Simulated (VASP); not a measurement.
# Nickel under strain, part 2 of 2

Aim: follow the pressure of Nickel through compression, expansion and shear. All runs use PBE. Left out of this account: 1 further run (fields: a reference on another mesh). The start is a cell from a database of measured crystal structures.

VASP 6.6.1; PBE, spin-polarised from a ferromagnetic start (one magnetic atom a cell); plane waves and PAW (Ni).

Still holding for the runs below: The cell holds one magnetic atom, so no antiferromagnetic order fits into it.

So far, pressure (GPa): step 2 (bands, cell as listed) -1.50; step 3 (cell volume +4.0 %) -8.20; step 4 (cell volume +8.0 %) -13.5; step 5 (bands, sheared, principal strains -1.3, -1.0, +2.3 %) -1.22.

### Step 6. Bands, volume times 0.96

The cell is compressed evenly, with fractional positions held.

File INCAR:

```
SYSTEM = Ni
PREC = Accurate
ENCUT = 400
EDIFF = 1E-06
NELM = 100
ISMEAR = -1
SIGMA = 0.05
LREAL = .FALSE.
ALGO = Normal
GGA = PE
NBANDS = 17
ISPIN = 2
MAGMOM = 1
LASPH = .TRUE.
LMAXMIX = 4
LORBIT = 11
LWAVE = .FALSE.
LCHARG = .FALSE.
KPAR = 2
```

File POSCAR:

```
Ni
1.0
    0.0000000000      1.7381221485      1.7381221485
    1.7381221485      0.0000000000      1.7381221485
    1.7381221485      1.7381221485      0.0000000000
Ni
1
Direct
    0.0000000000      0.0000000000      0.0000000000
```

File KPOINTS:

```
Automatic mesh
0
Gamma
19 19 19
0 0 0
```

File KPOINTS_OPT:

```
Line mode
16
Line-mode
Reciprocal
  0.00000000   0.00000000   0.00000000 GAMMA
  0.50000000   0.00000000   0.50000000 X

  0.50000000   0.00000000   0.50000000 X
  0.50000000   0.25000000   0.75000000 W

  0.50000000   0.25000000   0.75000000 W
  0.37500000   0.37500000   0.75000000 K

  0.37500000   0.37500000   0.75000000 K
  0.00000000   0.00000000   0.00000000 GAMMA

  0.00000000   0.00000000   0.00000000 GAMMA
  0.50000000   0.50000000   0.50000000 L

  0.50000000   0.50000000   0.50000000 L
  0.62500000   0.25000000   0.62500000 U

  0.62500000   0.25000000   0.62500000 U
  0.50000000   0.25000000   0.75000000 W

  0.50000000   0.25000000   0.75000000 W
  0.50000000   0.50000000   0.50000000 L

  0.50000000   0.50000000   0.50000000 L
  0.37500000   0.37500000   0.75000000 K

  0.62500000   0.25000000   0.62500000 U
  0.50000000   0.00000000   0.50000000 X
```

Potentials, in the order of the species: Ni (PBE family, release 64).

Launch:

```sh
> mpirun -np 2 vasp_std
```

The job ended after 17 s (2 MPI ranks of AMD EPYC 9R45, shared host; peak memory 0.29 GiB).

This step gave:

```yaml
scf_cycles: 13
irreducible_k_points: 220
symmetry_operations: 48
free_energy_toten: -5.468 eV
energy_at_zero_smearing: -5.461 eV
fermi_energy: 9.892 eV
pressure: 7.062 GPa
moment_of_the_cell_from_the_last_line_of_the_log: 0.608 μB
```

Spin up. Electronic bands along the path, in eV, zero at the Fermi level; # counts the bands kept:

```csv
point,#2,#3,#4,#5,#6,#7
Γ,-2.52,-2.52,-2.52,-1.28,-1.28,24.02
0.47 of the way,-3.39,-1.91,-1.74,-1.74,-0.95,20.28
X,-4.38,-0.53,-0.44,-0.44,2.46,9.54
0.47 of the way,-4.12,-1.61,-0.84,-0.44,4.23,9.71
W,-3.19,-3.19,-1.35,-0.44,7.93,7.93
0.53 of the way,-3.74,-2.51,-1.22,-0.57,6.35,7.82
K,-3.87,-2.18,-1.12,-0.71,5.87,7.48
0.47 of the way,-3.19,-2.50,-1.76,-1.74,-0.19,14.62
Γ,-2.52,-2.52,-2.52,-1.28,-1.28,24.02
0.47 of the way,-2.86,-2.27,-2.27,-1.25,-1.25,15.63
L,-2.50,-2.50,-0.59,-0.59,-0.36,5.92
0.53 of the way,-3.15,-2.47,-1.94,-0.67,3.08,6.24
U,-3.87,-2.18,-1.12,-0.71,5.87,7.48
0.53 of the way,-3.69,-2.60,-1.24,-0.54,6.49,7.91
W,-3.19,-3.19,-1.35,-0.44,7.93,7.93
0.47 of the way,-3.33,-2.69,-1.77,-0.69,3.76,6.40
L,-2.50,-2.50,-0.59,-0.59,-0.36,5.92
0.47 of the way,-3.01,-2.34,-2.06,-0.66,2.57,6.15
K,-3.87,-2.18,-1.12,-0.71,5.87,7.48
jump to U,-3.87,-2.18,-1.12,-0.71,5.87,7.48
0.53 of the way,-4.25,-1.10,-0.69,-0.50,3.48,9.61
X,-4.38,-0.53,-0.44,-0.44,2.46,9.54
```

Spin down. Electronic bands along the path, in eV, zero at the Fermi level; # counts the bands kept:

```csv
point,#1,#2,#3,#4,#5,#6,#7
Γ,-9.30,-1.78,-1.78,-1.78,-0.71,-0.71,23.86
0.47 of the way,-6.64,-2.73,-1.42,-0.97,-0.97,-0.37,20.36
X,-4.53,-3.78,0.06,0.40,0.40,2.43,9.78
0.47 of the way,-4.16,-3.53,-0.97,-0.26,0.40,4.39,9.93
W,-3.57,-2.60,-2.60,-0.81,0.40,8.11,8.11
0.53 of the way,-3.66,-3.17,-1.92,-0.66,0.26,6.54,8.00
K,-3.74,-3.35,-1.59,-0.55,0.12,6.07,7.66
0.47 of the way,-5.57,-2.55,-1.92,-1.22,-0.97,0.47,14.78
Γ,-9.30,-1.78,-1.78,-1.78,-0.71,-0.71,23.86
0.47 of the way,-7.25,-2.21,-1.59,-1.59,-0.63,-0.63,15.76
L,-4.61,-1.90,-1.90,-0.42,0.15,0.15,6.34
0.53 of the way,-3.79,-2.76,-1.90,-1.34,0.08,3.35,6.59
U,-3.74,-3.35,-1.59,-0.55,0.12,6.07,7.66
0.53 of the way,-3.64,-3.12,-2.00,-0.69,0.29,6.68,8.09
W,-3.57,-2.60,-2.60,-0.81,0.40,8.11,8.11
0.47 of the way,-3.54,-2.95,-2.10,-1.18,0.08,4.01,6.72
L,-4.61,-1.90,-1.90,-0.42,0.15,0.15,6.34
0.47 of the way,-3.95,-2.59,-1.80,-1.46,0.09,2.85,6.52
K,-3.74,-3.35,-1.59,-0.55,0.12,6.07,7.66
jump to U,-3.74,-3.35,-1.59,-0.55,0.12,6.07,7.66
0.53 of the way,-4.34,-3.66,-0.42,-0.10,0.33,3.60,9.84
X,-4.53,-3.78,0.06,0.40,0.40,2.43,9.78
```

 The pressure is 7.06 GPa.

Spin up: of the bands kept, 1 crosses the Fermi level on this path. Spin down: of the bands kept, 4 cross the Fermi level on this path.

### Step 7. Bands, volume times 0.92

The cell is scaled evenly once more. A prediction first. A parabola through the 4 pressures of evenly scaled cells so far, P = -1.47 -190.3 t +449 t² GPa with t = ln(V/V₁) and V₁ the volume at scale 1, gives 17.52 GPa at t = -0.0834.

INCAR is that of step 6.

File POSCAR:

```
Ni
1.0
    0.0000000000      1.7136382935      1.7136382935
    1.7136382935      0.0000000000      1.7136382935
    1.7136382935      1.7136382935      0.0000000000
Ni
1
Direct
    0.0000000000      0.0000000000      0.0000000000
```

KPOINTS is that of step 6.

KPOINTS_OPT is that of step 6.

Launch:

```sh
> mpirun -np 2 vasp_std
```

The job ended after 16 s (2 MPI ranks; peak memory 0.28 GiB).

Numbers from this step:

```
free energy (TOTEN)                               : -5.433 eV
energy at zero smearing                           : -5.426 eV
Fermi energy                                      : 10.53 eV
pressure                                          : 17.88 GPa
moment of the cell, from the last line of the log : 0.5808 μB
```

Spin moment in the PAW sphere by atom:

```csv
atom,spin moment in the PAW sphere (μB)
Ni1,0.586
```

Spin up. Electronic bands along the path, in eV, zero at the Fermi level; # counts the bands kept:

| point | #2 | #3 | #4 | #5 | #6 | #7 |
| --- | --- | --- | --- | --- | --- | --- |
| Γ | -2.61 | -2.61 | -2.61 | -1.31 | -1.31 | 24.38 |
| 0.53 of the way | -3.76 | -1.95 | -1.56 | -1.56 | -0.87 | 19.76 |
| X | -4.60 | -0.51 | -0.40 | -0.40 | 2.49 | 9.94 |
| 0.47 of the way | -4.33 | -1.65 | -0.84 | -0.40 | 4.36 | 10.09 |
| W | -3.34 | -3.34 | -1.39 | -0.40 | 8.20 | 8.20 |
| 0.53 of the way | -3.92 | -2.62 | -1.24 | -0.53 | 6.56 | 8.08 |
| K | -4.07 | -2.27 | -1.13 | -0.69 | 6.07 | 7.73 |
| 0.53 of the way | -3.26 | -2.46 | -1.96 | -1.78 | -0.56 | 16.57 |
| Γ | -2.61 | -2.61 | -2.61 | -1.31 | -1.31 | 24.38 |
| 0.53 of the way | -2.97 | -2.37 | -2.37 | -1.18 | -1.18 | 14.40 |
| L | -2.61 | -2.61 | -0.56 | -0.56 | -0.44 | 6.26 |
| 0.47 of the way | -3.16 | -2.44 | -2.14 | -0.63 | 2.67 | 6.48 |
| U | -4.07 | -2.27 | -1.13 | -0.69 | 6.07 | 7.73 |
| 0.53 of the way | -3.87 | -2.71 | -1.27 | -0.51 | 6.71 | 8.18 |
| W | -3.34 | -3.34 | -1.39 | -0.40 | 8.20 | 8.20 |
| 0.53 of the way | -3.33 | -2.64 | -1.99 | -0.65 | 3.25 | 6.58 |
| L | -2.61 | -2.61 | -0.56 | -0.56 | -0.44 | 6.26 |
| 0.53 of the way | -3.31 | -2.58 | -2.01 | -0.65 | 3.20 | 6.56 |
| K | -4.07 | -2.27 | -1.13 | -0.69 | 6.07 | 7.73 |
| jump to U | -4.07 | -2.27 | -1.13 | -0.69 | 6.07 | 7.73 |
| 0.53 of the way | -4.47 | -1.11 | -0.67 | -0.46 | 3.57 | 10.00 |
| X | -4.60 | -0.51 | -0.40 | -0.40 | 2.49 | 9.94 |

Spin down. The electronic bands at the labelled points (eV, zero at the Fermi level; # counts the bands kept):

| point | #1 | #2 | #3 | #4 | #5 | #6 | #7 |
| --- | --- | --- | --- | --- | --- | --- | --- |
| Γ | -9.60 | -1.91 | -1.91 | -1.91 | -0.76 | -0.76 | 24.23 |
| 0.53 of the way | -6.21 | -3.14 | -1.53 | -0.82 | -0.82 | -0.31 | 19.83 |
| X | -4.82 | -4.04 | 0.06 | 0.41 | 0.41 | 2.46 | 10.18 |
| 0.47 of the way | -4.43 | -3.77 | -1.05 | -0.28 | 0.41 | 4.52 | 10.31 |
| W | -3.80 | -2.78 | -2.78 | -0.87 | 0.41 | 8.38 | 8.38 |
| 0.53 of the way | -3.90 | -3.38 | -2.05 | -0.71 | 0.27 | 6.76 | 8.26 |
| K | -3.99 | -3.57 | -1.70 | -0.59 | 0.11 | 6.28 | 7.91 |
| 0.53 of the way | -6.54 | -2.64 | -1.88 | -1.26 | -1.23 | 0.07 | 16.71 |
| Γ | -9.60 | -1.91 | -1.91 | -1.91 | -0.76 | -0.76 | 24.23 |
| 0.53 of the way | -6.94 | -2.40 | -1.74 | -1.74 | -0.56 | -0.56 | 14.56 |
| L | -4.87 | -2.04 | -2.04 | -0.50 | 0.15 | 0.15 | 6.66 |
| 0.47 of the way | -4.18 | -2.77 | -1.92 | -1.57 | 0.09 | 2.94 | 6.83 |
| U | -3.99 | -3.57 | -1.70 | -0.59 | 0.11 | 6.28 | 7.91 |
| 0.53 of the way | -3.88 | -3.33 | -2.14 | -0.74 | 0.30 | 6.90 | 8.36 |
| W | -3.80 | -2.78 | -2.78 | -0.87 | 0.41 | 8.38 | 8.38 |
| 0.53 of the way | -3.97 | -2.95 | -2.10 | -1.42 | 0.08 | 3.51 | 6.91 |
| L | -4.87 | -2.04 | -2.04 | -0.50 | 0.15 | 0.15 | 6.66 |
| 0.53 of the way | -4.01 | -2.94 | -2.03 | -1.44 | 0.07 | 3.46 | 6.89 |
| K | -3.99 | -3.57 | -1.70 | -0.59 | 0.11 | 6.28 | 7.91 |
| jump to U | -3.99 | -3.57 | -1.70 | -0.59 | 0.11 | 6.28 | 7.91 |
| 0.53 of the way | -4.61 | -3.91 | -0.46 | -0.11 | 0.34 | 3.71 | 10.22 |
| X | -4.82 | -4.04 | 0.06 | 0.41 | 0.41 | 2.46 | 10.18 |

 The pressure is 17.88 GPa. The parabola predicted 17.52 GPa, -0.36 GPa off.

### Step 8. The runs together

| cell | mesh | pressure (GPa) | gap (eV) | largest moment (μB) |
| --- | --- | --- | --- | --- |
| cell as listed | 19×19×19 | -1.50 | none | 0.65 |
| volume times 1.04 | 19×19×19 | -8.20 | none | 0.67 |
| volume times 1.08 | 19×19×19 | -13.46 | none | 0.69 |
| sheared, principal strains -1.3, -1.0, +2.3 % | 19×19×19 | -1.22 | none | 0.64 |
| volume times 0.96 | 19×19×19 | 7.06 | none | 0.62 |
| volume times 0.92 | 19×19×19 | 17.88 | none | 0.59 |

### Step 9. What came out

| Item | Value |
| --- | --- |
| pressure, cell as listed | -1.50 GPa |
| pressure, volume times 1.04 | -8.20 GPa |
| pressure, volume times 1.08 | -13.5 GPa |
| pressure, sheared, principal strains -1.3, -1.0, +2.3 % | -1.22 GPa |
| pressure, volume times 0.96 | 7.06 GPa |
| pressure, volume times 0.92 | 17.9 GPa |
| bulk modulus at the listed volume, shape and positions held | 192 GPa |

**Reading.** The slope of pressure against ln V at the listed volume gives a bulk modulus of 192 GPa at fixed shape and positions. The largest moment goes from 0.59 μB at the smallest volume to 0.69 μB at the largest. Only the typed magnetic starts were tried, so the magnetic ground state may differ and with it the other results.

[Lines on the potential files, build, host, timing and source positions are cut from VASP's logs without a mark.]

[Logs are printed without paths, hosts, clocks, repeated set-up lines and the standing remarks that a program may print on its own settings, such as how far it seeks lower states.]

[Hosts, paths, dates, database ids (printed as entryN), source tags and the programs' standing remarks are cut or masked in the printed files.]

[A measured line is paired with the nearest computed mode of its activity, which favours agreement.]
